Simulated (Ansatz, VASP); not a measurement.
One calculation of HfNbSe4, two programs

```xyz
6
Lattice="4.7533 0.0000 0.0000 -2.3766 4.1164 0.0000 0.0000 0.0000 8.0220" Properties=species:S:1:pos:R:3 pbc="T T T"
Hf    0.0000    0.0000    0.4804
Nb    0.0000    0.0000    5.5449
Se    0.0000    2.7443    5.5943
Se    2.3766    1.3721    5.5943
Se    0.0000    2.7443    1.1783
Se    2.3766    1.3721    1.1783
```

Alike in both runs: functional PBE; k mesh 12 × 12 × 4; occupations gaussian, width 0.1 eV; no spin polarisation.

Ansatz relaxed the structure, and its values are those at the end. VASP's run is a single point on that final structure, the one shown.

|  | VASP | Ansatz |
| --- | --- | --- |
| version | VASP 6.6.1 | Ansatz 0.2.0 |
| potentials or method | VASP PAW PBE potentials, release 64 (Hf_pv, Nb_sv, Se) | scalar-relativistic, plane waves, PAW |
| plane-wave cutoff (eV) | 520 | 420 |
| valence electrons in the cell | 47 | 103 |

```tsv
	VASP	Ansatz	Ansatz less VASP
gap on the k mesh at the Fermi level (eV)	none	none	-
pressure (GPa)	-0.1	0.0	+0.14
rms of the force components (eV/Å)	0.007	0.002	-0.0041
```

A gap of «none» marks a metal or a gap that the smearing closes. The two sets of potentials don't hold the same shells in valence.

Caveats: this functional lacks dispersion, which binds the layers, so the pressure and a relaxed spacing across them are unreliable. Spin-orbit coupling is left out, which matters for the levels of Hf.
